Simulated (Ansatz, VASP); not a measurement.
# Cross-check of ZnSi3C3O between VASP and Ansatz

Aim: how closely do two programs agree when they are given the same cell, functional and k mesh? The cell is generated by rule, not measured, and may not be a known phase. The cell is taken from a series of runs on this material, whose earlier steps may have relaxed, scaled, displaced or heated it; both programs get it as it stands.

Method: plane waves, with VASP 6.6.1 beside it; relaxation of cell and atoms at PBEsol, in Ansatz 0.2.0.

The structure was built from a prototype and need not be the compound's stable phase.

## 1. The structure

It takes space group P3m1 (No. 156, trigonal). Conventional cell: a = 3.136 Å, b = 3.136 Å, c = 10.514 Å, α = 90.00°, β = 90.00°, γ = 120.00°. Nearest to C lie 4 Si at 1.85 to 1.93 Å. C has 4 Si at 1.86 to 1.93 Å nearest. Nearest to C lie 1 Si at 1.85 Å and 3 Zn at 1.92 Å. Nearest to O lie 3 Si at 1.88 Å. Nearest to Si lie 1 C at 1.85 Å and 3 O at 1.88 Å. Nearest to Si lie 4 C at 1.86 to 1.93 Å. Farther neighbours and most contacts between anions are not listed.

## 2. VASP: relaxation of cell and atoms, PBEsol, pair 1

The relaxed volume is the usual yardstick between codes: in a stiff, nearly cubic crystal its relative difference is about their pressure difference at one cell divided by the bulk modulus.

Lines of VASP's logs that name or quote its potential files are left out, and so is its time.

INCAR

```
SYSTEM = ZnSi3C3O
PREC = Accurate
ENCUT = 600
EDIFF = 1E-07
NELM = 120
ISMEAR = 0
SIGMA = 0.1
LREAL = .FALSE.
ALGO = Normal
GGA = PS
NBANDS = 29
LORBIT = 11
LWAVE = .FALSE.
LCHARG = .FALSE.
ISIF = 3
IBRION = 2
NSW = 80
EDIFFG = -0.005
LASPH = .TRUE.
GGA_COMPAT = .FALSE.
NELMIN = 4
KPAR = 2
```

POSCAR

```
ZnSi3C3O
1.0
    3.1363180000      0.0000000000      0.0000000000
   -1.5681590000      2.7161310000      0.0000000000
    0.0000000000      0.0000000000     10.5141080000
C O Si Zn
3 1 3 1
Direct
    0.6666666667      0.3333333333      0.4401266375
    0.3333333333      0.6666666667      0.6807881372
    0.6666666667      0.3333333333      0.9201152394
    0.3333333333      0.6666666667      0.2167502940
    0.6666666667      0.3333333333      0.2644397413
    0.3333333333      0.6666666667      0.5038947669
    0.6666666667      0.3333333333      0.7444088457
    0.3333333333      0.6666666667      0.9794761477
```

KPOINTS

```
Automatic mesh
0
Gamma
15 15 4
0 0 0
```

The projector-augmented-wave data sets are C, O, Si and Zn (PBE family, release 64).

Command:

```sh
$ mpirun -np 2 vasp_std
```

Numbers of over 12 decimals in the logs are rounded to 6 here.

The program printed:

```text
[banner, memory and clock lines left out]
running    2 mpi-ranks, on    1 nodes
 distrk:  each k-point on    1 cores,    2 groups
 distr:  one band on    1 cores,    1 groups

 POSCAR found type information on POSCAR C O SiZn
 POSCAR found :  4 types and       8 ions
|                                                                             |
|               ----> ADVICE to this user running VASP <----                  |
|                                                                             |
|     You enforced a specific xc type in the INCAR file but a different       |
|     [... a line on the potential file left out ...]
|     I HOPE YOU KNOW WHAT YOU ARE DOING!                                     |
|                                                                             |

 LDA part: xc-table for (Slater+PW92), standard interpolation
 POSCAR, INCAR and KPOINTS ok, starting setup
 FFT: planning ... GRIDC
 FFT: planning ... GRID_SOFT
 FFT: planning ... GRID
 WAVECAR not read
 entering main loop
       N       E                     dE             d eps       ncg     rms          rms(c)
DAV:   1     0.299868999157E+03    0.29987E+03   -0.21234E+04  5800   0.171E+03
DAV:   2    -0.224512722816E+02   -0.32232E+03   -0.30393E+03  6132   0.381E+02
DAV:   3    -0.601308825233E+02   -0.37680E+02   -0.37019E+02  6965   0.122E+02
DAV:   4    -0.614402213324E+02   -0.13093E+01   -0.13026E+01  7539   0.227E+01
DAV:   5    -0.614629967036E+02   -0.22775E-01   -0.22754E-01  7388   0.320E+00    0.186E+01
DAV:   6    -0.542892877772E+02    0.71737E+01   -0.40998E+01  9076   0.576E+01    0.793E+00
DAV:   7    -0.537180957713E+02    0.57119E+00   -0.17753E+01  8063   0.319E+01    0.759E+00
DAV:   8    -0.534346883707E+02    0.28341E+00   -0.37952E+00  8304   0.189E+01    0.286E+00
DAV:   9    -0.534050073582E+02    0.29681E-01   -0.32025E-01  8233   0.558E+00    0.123E+00
DAV:  10    -0.533974160222E+02    0.75913E-02   -0.47512E-02  7667   0.183E+00    0.207E-01
DAV:  11    -0.533972431737E+02    0.17285E-03   -0.29872E-03  7961   0.422E-01    0.142E-01
DAV:  12    -0.533972919522E+02   -0.48778E-04   -0.61860E-04  7125   0.141E-01    0.561E-02
DAV:  13    -0.533972744135E+02    0.17539E-04   -0.12011E-04  7353   0.675E-02    0.204E-02
DAV:  14    -0.533972741497E+02    0.26374E-06   -0.25300E-05  7264   0.311E-02    0.881E-03
DAV:  15    -0.533972737044E+02    0.44534E-06   -0.58502E-06  8856   0.178E-02    0.307E-03
DAV:  16    -0.533972737057E+02   -0.12569E-08   -0.11070E-06  6638   0.671E-03    0.162E-03
DAV:  17    -0.533972737084E+02   -0.27176E-08   -0.38561E-07  6105   0.320E-03
   1 F= -.53397274E+02 E0= -.53392261E+02  d E =-.533973E+02
[... from here on, the cycles between the ionic steps are left out ...]
   2 F= -.53397610E+02 E0= -.53392879E+02  d E =-.335794E-03
   7 F= -.53398806E+02 E0= -.53394029E+02  d E =-.147041E-03
   8 F= -.53398819E+02 E0= -.53394035E+02  d E =-.129206E-04
   9 F= -.53398821E+02 E0= -.53394036E+02  d E =-.143750E-04
  10 F= -.53398822E+02 E0= -.53394036E+02  d E =-.182859E-05
  11 F= -.53398823E+02 E0= -.53394038E+02  d E =-.278224E-05
  12 F= -.53398828E+02 E0= -.53394041E+02  d E =-.438878E-05
  13 F= -.53398838E+02 E0= -.53394049E+02  d E =-.147589E-04
  14 F= -.53398846E+02 E0= -.53394053E+02  d E =-.230915E-04
  15 F= -.53398853E+02 E0= -.53394055E+02  d E =-.625205E-05
  16 F= -.53398857E+02 E0= -.53394061E+02  d E =-.103156E-04
  17 F= -.53398857E+02 E0= -.53394062E+02  d E =-.103112E-04
 curvature:  -1.99 expect dE=-0.603E-05 dE for cont linesearch -0.288E-11
 trial: gam= 0.07227 g(F)=  0.297E-05 g(S)=  0.528E-07 ort =-0.150E-07 (trialstep = 0.369E+00)
 search vector abs. value=  0.384E-05
 bond charge predicted
       N       E                     dE             d eps       ncg     rms          rms(c)
DAV:   1    -0.533988575973E+02   -0.84513E-06   -0.66634E-05  5820   0.496E-02    0.148E-03
DAV:   2    -0.533988576626E+02   -0.65256E-07   -0.90064E-07  7512   0.609E-03    0.818E-04
DAV:   3    -0.533988576709E+02   -0.83010E-08   -0.37116E-08  3815   0.126E-03    0.605E-04
DAV:   4    -0.533988576768E+02   -0.59063E-08   -0.15384E-08  3305   0.179E-03
  18 F= -.53398858E+02 E0= -.53394062E+02  d E =-.935931E-06
 trial-energy change:   -0.000001  1 .order   -0.000001   -0.000001   -0.000001
 step:   1.0737(harm=  1.0737)  dis= 0.00022  next Energy=   -53.398858 (dE=-0.162E-05)
 reached required accuracy - stopping structural energy minimisation
```

Parts of OUTCAR (step 2):

```text
ion  position               nearest neighbor table
   1  0.667  0.333  0.440-   5 1.85   6 1.93   6 1.93   6 1.93
   2  0.333  0.667  0.681-   6 1.86   7 1.93   7 1.93   7 1.93
   3  0.667  0.333  0.920-   7 1.85   8 1.92   8 1.92   8 1.92
   4  0.333  0.667  0.217-   5 1.88   5 1.88   5 1.88   8 2.49
   5  0.667  0.333  0.264-   1 1.85   4 1.88   4 1.88   4 1.88   6 3.10   6 3.10   6 3.10
   6  0.333  0.667  0.504-   2 1.86   1 1.93   1 1.93   1 1.93   5 3.10   5 3.10   5 3.10   7 3.11
                             7 3.11   7 3.11
   7  0.667  0.333  0.744-   3 1.85   2 1.93   2 1.93   2 1.93   8 3.06   8 3.06   8 3.06   6 3.11
                             6 3.11   6 3.11
   8  0.333  0.667  0.979-   3 1.92   3 1.92   3 1.92   4 2.49   7 3.06   7 3.06   7 3.06

  LATTYP: Found a hexagonal cell.
 ALAT       =     3.1363180000
 C/A-ratio  =     3.3523730693

 Subroutine GETGRP returns: Found  6 space group operations
 (whereof  6 operations were pure point group operations)

The static configuration has the point symmetry C_3v.

 Found    100 irreducible k-points:

   k-points           NKPTS =    100   k-points in BZ     NKDIM =    100   number of bands    NBANDS=     29

   dimension x,y,z NGX =    28 NGY =   28 NGZ =   84
   dimension x,y,z NGXF=    56 NGYF=   56 NGZF=  168

   ENCUT  =  600.0 eV  44.10 Ry    6.64 a.u.   6.26  6.26 21.00*2*pi/ulx,y,z

   NELECT =      42.0000    total number of electrons

 k-points in reciprocal lattice and weights: Automatic mesh
   0.00000000  0.00000000  0.00000000       0.001
   0.06666667  0.00000000  0.00000000       0.007
   0.13333333  0.00000000  0.00000000       0.007
   0.20000000  0.00000000  0.00000000       0.007
   0.26666667  0.00000000  0.00000000       0.007
   0.33333333  0.00000000  0.00000000       0.007
   0.40000000  0.00000000  0.00000000       0.007
   0.46666667  0.00000000  0.00000000       0.007
   0.06666667  0.06666667  0.00000000       0.007
[...]
0.33333333  0.26666667  0.50000000       0.013
   0.33333333  0.33333333  0.50000000       0.002

 average (electrostatic) potential at core
       1 -47.6515       2 -46.9153       3 -46.8357       4 -71.3789       5 -84.0920
       6 -82.5658       7 -81.8461       8 -31.6803

 E-fermi :   7.3263

 k-point     1 :       0.0000    0.0000    0.0000
  band No.  band energies     occupation
    ...
     16       4.8337      2.00000
     17       4.8779      2.00000
     18       5.6758      2.00000
     19       5.8234      2.00000
     20       5.8234      2.00000
     21       8.8878      0.00000
     22       8.8878      0.00000
     23      10.5214      0.00000
     24      11.2563      0.00000
     25      11.7798      0.00000
    ...

 k-point     2 :       0.0667    0.0000    0.0000
  band No.  band energies     occupation
    ...
     16       4.7260      2.00000
     17       4.8941      2.00000
     18       5.4026      2.00000
     19       5.7421      2.00000
     20       5.8909      2.00000
     21       8.5912      0.00000
     22       8.8056      0.00000
     23      10.7218      0.00000
     24      11.2477      0.00000
     25      11.5454      0.00000
    ...

 k-point     3 :       0.1333    0.0000    0.0000
  band No.  band energies     occupation
    ...
     16       4.4491      2.00000
     17       4.5600      2.00000
     18       4.8860      2.00000
     19       5.5215      2.00000
     20       6.2836      2.00000
     21       7.8552      0.00000
     22       8.5719      0.00000
     23      10.4747      0.00000
     24      11.0702      0.00000
     25      11.4857      0.00000
    ...

  Total        0.0022927      0.0022927      0.0010124      0.0000000      0.0000000     -0.0000000
  in kB        0.0408288      0.0408288      0.0180288      0.0000000      0.0000000     -0.0000000
  external PRESSURE =       0.0332288 kB  Pullay stress =       0.0000000 kB

  energy-cutoff  :      600.00
  volume of cell :       89.97
      direct lattice vectors                 reciprocal lattice vectors
     3.138048686  0.000000000 -0.000000000     0.318669371  0.183983851 -0.000000000
    -1.569024343  2.717629818 -0.000000000    -0.000000000  0.367967702 -0.000000000
     0.000000000  0.000000000 10.549507375     0.000000000  0.000000000  0.094791156

 POSITION                                       TOTAL-FORCE (eV/Angst)
 -----------------------------------------------------------------------------------
      1.56902      0.90588      4.64712         0.000000      0.000000      0.001428
     -0.00000      1.81175      7.17919         0.000000      0.000000      0.000993
      1.56902      0.90588      9.69795         0.000000      0.000000      0.000864
     -0.00000      1.81175      2.29255        -0.000000     -0.000000     -0.003956
      1.56902      0.90588      2.79478         0.000000      0.000000      0.001696
     -0.00000      1.81175      5.31480         0.000000      0.000000      0.001349
      1.56902      0.90588      7.84668        -0.000000     -0.000000      0.000062
     -0.00000      1.81175     10.33709        -0.000000     -0.000000     -0.002436
 -----------------------------------------------------------------------------------
    total drift:                                0.000001     -0.000004      0.000511

  FREE ENERGIE OF THE ION-ELECTRON SYSTEM (eV)
  ---------------------------------------------------
  free  energy   TOTEN  =       -53.3988576768 eV

  energy  without entropy=      -53.3892671345  energy(sigma->0) =      -53.39406241

 reached required accuracy - stopping structural energy minimisation

 total charge
# of ion       s       p       d       tot
------------------------------------------
    1        0.829   1.661   0.000   2.490
    2        0.832   1.655   0.000   2.487
    3        0.869   1.528   0.000   2.397
    4        1.612   3.406   0.000   5.018
    5        0.751   0.776   0.000   1.527
    6        0.712   0.934   0.000   1.646
    7        0.709   0.934   0.000   1.643
    8        0.668   0.646   9.778  11.092
--------------------------------------------------
tot          6.981  11.540   9.778  28.300

[... 3 further parts left out ...]
```

CONTCAR:

```
ZnSi3C3O
   1.00000000000000
     3.1380486864874464    0.0000000000000000   -0.0000000000000000
    -1.5690243432437232    2.7176298183612317   -0.0000000000000000
     0.0000000000000000    0.0000000000000000   10.5495073747223032
  C               O               Si              Zn
     3     1     3     1
Direct
     0.6666666667000030    0.3333333332999970    0.4405060412451051
     0.3333333332999970    0.6666666667000030    0.6805232629722833
     0.6666666667000030    0.3333333332999970    0.9192801506698089
     0.3333333332999970    0.6666666667000030    0.2173139148878494
     0.6666666667000030    0.3333333332999970    0.2649204077192369
     0.3333333332999970    0.6666666667000030    0.5037962241132821
     0.6666666667000030    0.3333333332999970    0.7437954765414131
     0.3333333332999970    0.6666666667000030    0.9798643315510144
```

The run keeps the 6 symmetry operations of its start, so it cannot find a distortion of lower symmetry.

[end of part 1 of 2]

[Lines on the potential files, build, host, timing and source positions are cut from VASP's logs without a mark.]

[Logs are printed without paths, hosts, clocks, repeated set-up lines and the standing remarks that a program may print on its own settings, such as how far it seeks lower states.]

[Hosts, paths, dates, database ids (printed as entryN), source tags and the programs' standing remarks are cut or masked in the printed files.]
